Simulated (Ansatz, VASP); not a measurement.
# Sr6Mg23 (Sr6Mg23 (Fm-3m)) in two plane-wave programs, part 3 of 3

Wanted: the spread between two codes on one cell, functional and k mesh. Of the first pair: The structure shown is the start of the Ansatz relaxation below; VASP solves that cell, so the two are compared at the walk's first step.

VASP 6.6.1 and Ansatz 0.2.0.

So far. Step 3 (VASP: single point, r2SCAN, start cell, pair 1): The run ends at a pressure of 0.05 GPa, with forces up to 0.083 eV/Å.

### 5. Ansatz: relaxation, r2SCAN

Level of this step: Ansatz beside VASP: Kohn-Sham DFT, plane waves, r2SCAN (Ansatz).

This run makes the geometry at which the two programs are then compared. The cell compared in this pair holds 825.49 Å³, against 820.69 Å³ for the pair before.

The structure compared here is the end of the Ansatz relaxation.

File input.yaml:

```yaml
crystal:
  lattice:
    - [0.0, 7.4310461, 7.4310461]
    - [7.4310461, 0.0, 7.4310461]
    - [7.4310461, 7.4310461, 0.0]
  atoms:
    - { symbol: Sr, position: [0.20678288, 0.20678288, 0.79321712] }
    - { symbol: Sr, position: [0.20678288, 0.79321712, 0.79321712] }
    - { symbol: Sr, position: [0.79321712, 0.20678288, 0.20678288] }
    - { symbol: Sr, position: [0.20678288, 0.79321712, 0.20678288] }
    - { symbol: Sr, position: [0.79321712, 0.20678288, 0.79321712] }
    - { symbol: Sr, position: [0.79321712, 0.79321712, 0.20678288] }
    - { symbol: Mg, position: [0.5, 0.5, 0.5] }
    - { symbol: Mg, position: [0.5, 0.5, 0.0] }
    - { symbol: Mg, position: [0.0, 0.5, 0.5] }
    - { symbol: Mg, position: [0.5, 0.0, 0.0] }
    - { symbol: Mg, position: [0.0, 0.0, 0.5] }
    - { symbol: Mg, position: [0.0, 0.5, 0.0] }
    - { symbol: Mg, position: [0.5, 0.0, 0.5] }
    - { symbol: Mg, position: [0.62222633, 0.13332101, 0.62222633] }
    - { symbol: Mg, position: [0.37777367, 0.37777367, 0.86667899] }
    - { symbol: Mg, position: [0.86667899, 0.37777367, 0.37777367] }
    - { symbol: Mg, position: [0.37777367, 0.37777367, 0.37777367] }
    - { symbol: Mg, position: [0.13332101, 0.62222633, 0.62222633] }
    - { symbol: Mg, position: [0.62222633, 0.62222633, 0.62222633] }
    - { symbol: Mg, position: [0.62222633, 0.62222633, 0.13332101] }
    - { symbol: Mg, position: [0.37777367, 0.86667899, 0.37777367] }
    - { symbol: Mg, position: [0.8254454, 0.5236638, 0.8254454] }
    - { symbol: Mg, position: [0.1745546, 0.1745546, 0.4763362] }
    - { symbol: Mg, position: [0.4763362, 0.1745546, 0.1745546] }
    - { symbol: Mg, position: [0.1745546, 0.1745546, 0.1745546] }
    - { symbol: Mg, position: [0.5236638, 0.8254454, 0.8254454] }
    - { symbol: Mg, position: [0.8254454, 0.8254454, 0.8254454] }
    - { symbol: Mg, position: [0.8254454, 0.8254454, 0.5236638] }
    - { symbol: Mg, position: [0.1745546, 0.4763362, 0.1745546] }
basis:
  ecutwfc: 500
  xc_grid: 2
hamiltonian:
  xc: r2scan
kpoints:
  mp_grid: { grid: [5, 5, 5] }
scf:
  occupations: { method: fermi_dirac, width: 0.05 }
  max_iter: 150
output:
  forces: true
  stress: true
relax:
  f_tol: 0.01
  max_steps: 60
  cell: {}
checkpoint:
  write: "../r2scan.run"
  compress: false
  write_wavefunctions: false
  write_every: 100000
```

The run is started by

```bash
$ ansatz run input.yaml --threads 4 --pin off --max-ram 5652MiB --backend cpu --events-out ev --progress --plain --runs-dir out
```

Numbers of over 12 decimals in the logs are rounded to 6 here.

The program printed:

```text
[...]
Crystal: 29 atoms, lattice volume = 820.691 Å³
Basis set: ecut = 500 eV, 20827 PW (Γ), exchange–correlation on 160×160×160 points (8 copies of the dense FFT grid, shifted against one another)
Bands: 174, of which v1, the nominal top of the filled ones, is band 145 counted from 1 (144 counted from 0)
Symmetry: 48 space group operations
[...]
k-points: 10 of 125
[...]
- { symbol: Mg, position: [0, 0, 0.500000] }
    - { symbol: Mg, position: [0.0, 0.500000, 0.0] }
    - { symbol: Mg, position: [0.500000, 0.0, 0.500000] }
    - { symbol: Mg, position: [0.622117, 0.133650, 0.622117] }
[...]
- { symbol: Mg, position: [0.525621, 0.824793, 0.824793] }
    - { symbol: Mg, position: [0.824793, 0.824793, 0.824793] }
    - { symbol: Mg, position: [0.824793, 0.824793, 0.525621] }
    - { symbol: Mg, position: [0.175207, 0.474379, 0.175207] }
[key lines of the parts left out:]
SCF converged after 5 iterations
Free energy (F): -65640.530959 eV
Fermi energy:    5.491284 eV
P = ⅓ Tr σ = 0.0275 GPa (0.275 kbar)
```

### 6. VASP: single point, r2SCAN, relaxed cell, pair 2

The same cell, functional, mesh and smearing now go to VASP, with its own data sets.

File INCAR:

```
SYSTEM = Sr6Mg23
PREC = Accurate
ENCUT = 660
EDIFF = 1E-06
NELM = 120
ISMEAR = -1
SIGMA = 0.05
LREAL = .FALSE.
ALGO = Normal
METAGGA = R2SCAN
LASPH = .TRUE.
NBANDS = 76
LORBIT = 11
LWAVE = .FALSE.
LCHARG = .FALSE.
ISIF = 2
GGA_COMPAT = .FALSE.
LMIXTAU = .TRUE.
KPAR = 4
```

File POSCAR:

```
Sr6Mg23
1.0
    0.0000000000      7.4454985491      7.4454985491
    7.4454985491      0.0000000000      7.4454985491
    7.4454985491      7.4454985491      0.0000000000
Sr Mg
6 23
Direct
    0.2069024704      0.2069024704      0.7930975296
    0.2069024704      0.7930975296      0.7930975296
    0.7930975296      0.2069024704      0.2069024704
    0.2069024704      0.7930975296      0.2069024704
    0.7930975296      0.2069024704      0.7930975296
    0.7930975296      0.7930975296      0.2069024704
    0.5000000000      0.5000000000      0.5000000000
    0.5000000000      0.5000000000      0.0000000000
    0.0000000000      0.5000000000      0.5000000000
    0.5000000000      0.0000000000      0.0000000000
    0.0000000000      0.0000000000      0.5000000000
    0.0000000000      0.5000000000      0.0000000000
    0.5000000000      0.0000000000      0.5000000000
    0.6221167427      0.1336497718      0.6221167427
    0.3778832573      0.3778832573      0.8663502282
    0.8663502282      0.3778832573      0.3778832573
    0.3778832573      0.3778832573      0.3778832573
    0.1336497718      0.6221167427      0.6221167427
    0.6221167427      0.6221167427      0.6221167427
    0.6221167427      0.6221167427      0.1336497718
    0.3778832573      0.8663502282      0.3778832573
    0.8247930074      0.5256209777      0.8247930074
    0.1752069926      0.1752069926      0.4743790223
    0.4743790223      0.1752069926      0.1752069926
    0.1752069926      0.1752069926      0.1752069926
    0.5256209777      0.8247930074      0.8247930074
    0.8247930074      0.8247930074      0.8247930074
    0.8247930074      0.8247930074      0.5256209777
    0.1752069926      0.4743790223      0.1752069926
```

File KPOINTS:

```
Automatic mesh
0
Gamma
5 5 5
0 0 0
```

PAW data sets: Sr_sv and Mg (PBE family, release 64).

The run is started by

```bash
$ mpirun -np 4 vasp_std
```

The program printed:

```text
[banner, memory and clock lines left out]
running    4 mpi-ranks, on    1 nodes
[...]
[... a notice as in an earlier step ...]

 [... a notice as in an earlier step ...]

 LDA part: xc-table for (None), standard interpolation
 POSCAR, INCAR and KPOINTS ok, starting setup
[...]
entering main loop
       N       E                     dE             d eps       ncg     rms          rms(c)
DAV:   1     0.440492084127E+03    0.44049E+03   -0.46511E+04  1528   0.139E+03
DAV:   2    -0.139590347593E+03   -0.58008E+03   -0.56169E+03  1728   0.260E+02
DAV:   3    -0.203891605088E+03   -0.64301E+02   -0.63179E+02  2080   0.610E+01
DAV:   4    -0.210772952719E+03   -0.68813E+01   -0.67507E+01  2640   0.177E+01
[...]
DAV:  31    -0.188510300179E+03    0.16500E-05   -0.23792E-06  1472   0.388E-03    0.108E-02
DAV:  32    -0.188510301427E+03   -0.12476E-05   -0.61580E-07   924   0.285E-03    0.644E-03
DAV:  33    -0.188510300746E+03    0.68053E-06   -0.39809E-07   820   0.290E-03
   1 F= -.18851030E+03 E0= -.18843337E+03  d E =-.153869E+00
```

From OUTCAR (step 6):

```text
  Total       -0.5872362     -0.5872362     -0.5872362     -0.0000000     -0.0000000      0.0000000
  in kB       -1.1397564     -1.1397564     -1.1397564     -0.0000000     -0.0000000      0.0000000
  external PRESSURE =      -1.1397564 kB  Pullay stress =       0.0000000 kB

 POSITION                                       TOTAL-FORCE (eV/Angst)
 -----------------------------------------------------------------------------------
      7.44550      7.44550      3.08098         0.000000      0.000000      0.000039
     11.81001      7.44550      7.44550        -0.000039      0.000000      0.000000
      3.08098      7.44550      7.44550         0.000039      0.000000      0.000000
      7.44550      3.08098      7.44550         0.000000      0.000039      0.000000
      7.44550     11.81001      7.44550         0.000000     -0.000039      0.000000
      7.44550      7.44550     11.81001         0.000000      0.000000     -0.000039
      7.44550      7.44550      7.44550         0.000000      0.000000      0.000000
      3.72275      3.72275      7.44550         0.000000      0.000000      0.000000
      7.44550      3.72275      3.72275         0.000000      0.000000      0.000000
      0.00000      3.72275      3.72275         0.000000      0.000000      0.000000
      3.72275      3.72275      0.00000         0.000000      0.000000      0.000000
      3.72275      0.00000      3.72275         0.000000      0.000000      0.000000
      3.72275      7.44550      3.72275         0.000000      0.000000      0.000000
      5.62706      9.26394      5.62706        -0.004625      0.004625     -0.004625
[...]
-----------------------------------------------------------------------------------
    total drift:                                0.000000      0.000000      0.000000

  FREE ENERGIE OF THE ION-ELECTRON SYSTEM (eV)
  ---------------------------------------------------
  free  energy   TOTEN  =      -188.5103007462 eV

  energy  without entropy=     -188.3564318760  energy(sigma->0) =     -188.43336631

[... 1 part as in an earlier step ...]

[... 2 further parts left out ...]
[key lines of the parts left out:]
E-fermi :   2.1700
```

The run ends at a pressure of -0.11 GPa, with forces up to 0.026 eV/Å.

### 7. Differences

What differs besides the data sets and the points named for the pairs above, as far as they apply: the data sets hold 290 valence electrons in Ansatz (on its default PAW (the set named soft_2) files) and 106 in VASP; the cutoff is 500 eV in Ansatz and 660 eV in VASP; Ansatz's pressure holds a Pulay correction, VASP's none. Total energies have different zeros and are not compared.

Both answers:

| quantity | Ansatz | VASP | difference |
| --- | --- | --- | --- |
| pressure (GPa) | 0.03 | -0.11 | +0.14 |

At this near-relaxed geometry the largest component of a force difference is 8 meV/Å.

### 8. Results

| Quantity | Value |
| --- | --- |
| r.m.s. force difference (single point, r2SCAN, start cell, pair 1) | 5.0 meV/Å |
| difference in pressure (single point, r2SCAN, relaxed cell, pair 2) | 0.14 GPa |

In words: The r.m.s. force difference is 5.0 meV/Å (single point, r2SCAN, start cell, pair 1), within the 12 meV/Å picked in this series as the mark of a large difference. The data sets hold unlike numbers of valence electrons (290 in Ansatz and 106 in VASP), so part of the differences comes from the potentials. How closely two codes agree says nothing of how well the functional describes the real material.

[Lines on the potential files, build, host, timing and source positions are cut from VASP's logs without a mark.]

[Logs are printed without paths, hosts, clocks, repeated set-up lines and the standing remarks that a program may print on its own settings, such as how far it seeks lower states.]

[Hosts, paths, dates, database ids (printed as entryN), source tags and the programs' standing remarks are cut or masked in the printed files.]
